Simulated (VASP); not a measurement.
Output of a VASP run:

### OUTCAR
```
 ion  position               nearest neighbor table
   1  0.000  0.000  0.000-   4 1.76   5 1.76   4 1.76   5 1.76   3 1.81   6 1.81
   2  0.500  0.500  0.500-   3 1.76   6 1.76   3 1.76   6 1.76   5 1.81   4 1.81
   3  0.306  0.306  0.000-   2 1.76   2 1.76   1 1.81
   4  0.806  0.194  0.500-   1 1.76   1 1.76   2 1.81
   5  0.194  0.806  0.500-   1 1.76   1 1.76   2 1.81
   6  0.694  0.694  0.000-   2 1.76   2 1.76   1 1.81
  LATTYP: Found a simple tetragonal cell.
 ALAT       =     4.1810908040
 C/A-ratio  =     0.6397468795
 Subroutine PRICEL returns:
 Original cell was already a primitive cell.
 Subroutine GETGRP returns: Found 16 space group operations
The static configuration has the point symmetry D_2h.
 The point group associated with its full space group is D_4h.
The dynamic configuration has the point symmetry D_2h.
 Subroutine INISYM returns: Found 16 space group operations
 Subroutine IBZKPT returns following result:
 Found     50 irreducible k-points:

 Following reciprocal coordinates:
            Coordinates               Weight
  0.000000  0.000000  0.000000      1.000000
  0.166667  0.000000  0.000000      4.000000
  0.333333  0.000000  0.000000      4.000000
  0.500000  0.000000  0.000000      2.000000
  0.166667  0.166667  0.000000      4.000000
  0.333333  0.166667  0.000000      8.000000
  0.500000  0.166667  0.000000      4.000000
  0.333333  0.333333  0.000000      4.000000
  0.500000  0.333333  0.000000      4.000000
  0.500000  0.500000  0.000000      1.000000
  0.000000  0.000000  0.111111      2.000000
  0.166667  0.000000  0.111111      8.000000
  0.333333  0.000000  0.111111      8.000000
  0.500000  0.000000  0.111111      4.000000
  0.166667  0.166667  0.111111      8.000000
  0.333333  0.166667  0.111111     16.000000
  0.500000  0.166667  0.111111      8.000000
  0.333333  0.333333  0.111111      8.000000
  0.500000  0.333333  0.111111      8.000000
  0.500000  0.500000  0.111111      2.000000
  0.000000  0.000000  0.222222      2.000000
  0.166667  0.000000  0.222222      8.000000
  0.333333  0.000000  0.222222      8.000000
  0.500000  0.000000  0.222222      4.000000
  0.166667  0.166667  0.222222      8.000000
  0.333333  0.166667  0.222222     16.000000
  0.500000  0.166667  0.222222      8.000000
  0.333333  0.333333  0.222222      8.000000
  0.500000  0.333333  0.222222      8.000000
  0.500000  0.500000  0.222222      2.000000
  0.000000  0.000000  0.333333      2.000000
  0.166667  0.000000  0.333333      8.000000
  0.333333  0.000000  0.333333      8.000000
  0.500000  0.000000  0.333333      4.000000
  0.166667  0.166667  0.333333      8.000000
  0.333333  0.166667  0.333333     16.000000
  0.500000  0.166667  0.333333      8.000000
  0.333333  0.333333  0.333333      8.000000
  0.500000  0.333333  0.333333      8.000000
  0.500000  0.500000  0.333333      2.000000
   k-points           NKPTS =     50   k-points in BZ     NKDIM =     50   number of bands    NBANDS=     20
   number of dos      NEDOS =    601   number of ions     NIONS =      6
   total plane-waves  NPLWV =  20480
   dimension x,y,z NGX =    32 NGY =   32 NGZ =   20
   dimension x,y,z NGXF=    64 NGYF=   64 NGZF=   40
   ions per type =               2   4
   PREC   = accura    normal or accurate (medium, high low for compatibility)
   ISTART =      0    job   : 0-new  1-cont  2-samecut
   ICHARG =      2    charge: 1-file 2-atom 10-const
   ISPIN  =      1    spin polarized calculation?
   LNONCOLLINEAR =      F non collinear calculations
   LSORBIT =      F    spin-orbit coupling
   INIWAV =      1    electr: 0-lowe 1-rand  2-diag
   ENCUT  =  520.0 eV  38.22 Ry    6.18 a.u.   7.77  7.77  4.97*2*pi/ulx,y,z
   NELM   =    100;   NELMIN=  2; NELMDL= -5     # of ELM steps
   EDIFF  = 0.1E-06   stopping-criterion for ELM
   LREAL  =      F    real-space projection
   NLSPLINE    = F    spline interpolate recip. space projectors
...
```

### OSZICAR
```
       N       E                     dE             d eps       ncg     rms          rms(c)
DAV:   1     0.104181308069E+03    0.10418E+03   -0.17416E+04  2000   0.146E+03
DAV:   2    -0.998192065724E+02   -0.20400E+03   -0.19732E+03  2688   0.316E+02
DAV:   3    -0.106346928043E+03   -0.65277E+01   -0.65075E+01  2400   0.607E+01
DAV:   4    -0.106385842200E+03   -0.38914E-01   -0.38874E-01  2352   0.522E+00
DAV:   5    -0.106386155569E+03   -0.31337E-03   -0.31334E-03  2332   0.452E-01    0.195E+01
DAV:   6    -0.625304370644E+02    0.43856E+02   -0.18808E+01  2092   0.406E+01    0.920E+00
DAV:   7    -0.708664443256E+02   -0.83360E+01   -0.10189E+01  2060   0.383E+01    0.367E+00
DAV:   8    -0.626529222974E+02    0.82135E+01   -0.36028E+00  2096   0.247E+01    0.167E+00
DAV:   9    -0.663276673990E+02   -0.36747E+01   -0.31613E+00  2056   0.212E+01    0.213E+00
DAV:  10    -0.645113079421E+02    0.18164E+01   -0.10089E+00  2100   0.123E+01    0.316E-01
DAV:  11    -0.645232293820E+02   -0.11921E-01   -0.14324E-02  2372   0.117E+00    0.159E-01
DAV:  12    -0.645236204480E+02   -0.39107E-03   -0.23999E-03  2284   0.434E-01    0.607E-02
DAV:  13    -0.645231628887E+02    0.45756E-03   -0.14192E-03  2220   0.421E-01    0.627E-02
DAV:  14    -0.645236065175E+02   -0.44363E-03   -0.51037E-04  2156   0.276E-01    0.300E-02
DAV:  15    -0.645236759702E+02   -0.69453E-04   -0.32882E-05  2284   0.794E-02    0.849E-03
DAV:  16    -0.645236839456E+02   -0.79755E-05   -0.88030E-06  2176   0.403E-02    0.236E-03
DAV:  17    -0.645236873146E+02   -0.33690E-05   -0.22100E-06  2224   0.201E-02    0.917E-04
DAV:  18    -0.645236880089E+02   -0.69433E-06   -0.62479E-07  2168   0.970E-03    0.813E-04
DAV:  19    -0.645236878823E+02    0.12666E-06   -0.62881E-08  1352   0.307E-03    0.173E-04
DAV:  20    -0.645236879035E+02   -0.21174E-07   -0.14397E-08  1188   0.140E-03
   1 F= -.64523688E+02 E0= -.64523688E+02  d E =0.000000E+00
       N       E                     dE             ncg
       N       E                     dE             ncg
```

### OUTCAR
```
------------------------ aborting loop because EDIFF is reached ----------------------------------------
  FORCE on cell =-STRESS in cart. coord.  units (eV):
  Direction    XX          YY          ZZ          XY          YZ          ZX
  --------------------------------------------------------------------------------------
  Total       -0.0418161     -0.0418161      0.0692470     -0.0000000      0.0000000      0.0000000
  in kB       -1.4327731     -1.4327731      2.3726564     -0.0000000      0.0000000      0.0000000
  external PRESSURE =      -0.1642966 kB  Pullay stress =       0.0000000 kB
  volume of cell :       46.76
      direct lattice vectors                 reciprocal lattice vectors
     4.181090804  0.000000000  0.000000000     0.239172036  0.000000000  0.000000000
     0.000000000  4.181090804  0.000000000     0.000000000  0.239172036  0.000000000
     0.000000000  0.000000000  2.674839795     0.000000000  0.000000000  0.373854166
 POSITION                                       TOTAL-FORCE (eV/Angst)
 -----------------------------------------------------------------------------------
      0.00000      0.00000      0.00000         0.000000      0.000000      0.000000
      2.09055      2.09055      1.33742         0.000000      0.000000      0.000000
      1.28016      1.28016      0.00000        -0.004418     -0.004418      0.000000
      3.37071      0.81038      1.33742        -0.004418      0.004418     -0.000000
      0.81038      3.37071      1.33742         0.004418     -0.004418      0.000000
      2.90093      2.90093      0.00000         0.004418      0.004418     -0.000000
 -----------------------------------------------------------------------------------
    total drift:                                0.000000     -0.000000      0.000000
  FREE ENERGIE OF THE ION-ELECTRON SYSTEM (eV)
  ---------------------------------------------------
  free  energy   TOTEN  =       -64.5236879035 eV

  energy  without entropy=      -64.5236879035  energy(sigma->0) =      -64.52368790

 total charge

# of ion       s       p       d       tot
------------------------------------------
    1        0.588   0.872   0.000   1.460
    2        0.588   0.872   0.000   1.460
    3        1.577   3.708   0.000   5.285
    4        1.577   3.708   0.000   5.285
    5        1.577   3.708   0.000   5.285
    6        1.577   3.708   0.000   5.285
--------------------------------------------------
tot          7.483  16.577   0.000  24.059

 Electric field gradients after diagonalization (V/A^2)
 (convention: |V_zz| > |V_xx| > |V_yy|)
----------------------------------------------------------------------
 ion       V_xx      V_yy      V_zz     asymmetry (V_yy - V_xx)/ V_zz
----------------------------------------------------------------------
   1     -17.506    -3.132    20.638       0.696
   2     -17.506    -3.132    20.638       0.696
   3      63.221    48.996  -112.217       0.127
   4      63.221    48.996  -112.217       0.127
   5      63.221    48.996  -112.217       0.127
   6      63.221    48.996  -112.217       0.127
```
(Selected blocks of OUTCAR.)

**POSCAR**
```
SiO2
1
    4.1810908040     0.0000000000     0.0000000000
    0.0000000000     4.1810908040     0.0000000000
    0.0000000000     0.0000000000     2.6748397949
Si O
2 4
Direct
  0.0000000000   0.0000000000   0.0000000000
  0.5000000000   0.5000000000   0.5000000000
  0.3061791935   0.3061791935   0.0000000000
  0.8061791935   0.1938208065   0.5000000000
  0.1938208065   0.8061791935   0.5000000000
  0.6938208065   0.6938208065   0.0000000000
```

**Question.** Reconstruct the remaining input files.

**Answer.** This is not unique; one that fits is the input of the run itself, MS2 meta-GGA, plane waves, VASP's PBE PAW potentials (set 64).

### KPOINTS_OPT
```
k-points along high-symmetry lines
6
Line-mode
Reciprocal
  0.000000   0.000000   0.000000 ! GAMMA
  0.000000   0.500000   0.000000 ! X

  0.000000   0.500000   0.000000 ! X
  0.500000   0.500000   0.000000 ! M

  0.500000   0.500000   0.000000 ! M
  0.000000   0.000000   0.000000 ! GAMMA

  0.000000   0.000000   0.000000 ! GAMMA
  0.000000   0.000000   0.500000 ! Z

  0.000000   0.000000   0.500000 ! Z
  0.000000   0.500000   0.500000 ! R

  0.000000   0.500000   0.500000 ! R
  0.500000   0.500000   0.500000 ! A

  0.500000   0.500000   0.500000 ! A
  0.000000   0.000000   0.500000 ! Z

  0.000000   0.500000   0.000000 ! X
  0.000000   0.500000   0.500000 ! R

  0.500000   0.500000   0.000000 ! M
  0.500000   0.500000   0.500000 ! A
```

### KPOINTS
```
Automatic mesh
0
Gamma
6 6 9
0 0 0
```

### INCAR
```
SYSTEM = SiO2
PREC = Accurate; ENCUT = 520; LREAL = .FALSE.
LASPH = .TRUE.
EDIFF = 1E-7; NELM = 100; ALGO = Normal
LMIXTAU = .TRUE.
ISMEAR = -5
METAGGA = MS2
ISIF = 2
LWAVE = .FALSE.; LCHARG = .FALSE.; LORBIT = 11
NEDOS = 601
LEFG = .TRUE.
```

POTCAR, in this order: Si O (PBE.64 set). Program: vasp_std.

The compound is SiO2 in the rutile structure, stishovite, a high-pressure form. It was relaxed first.
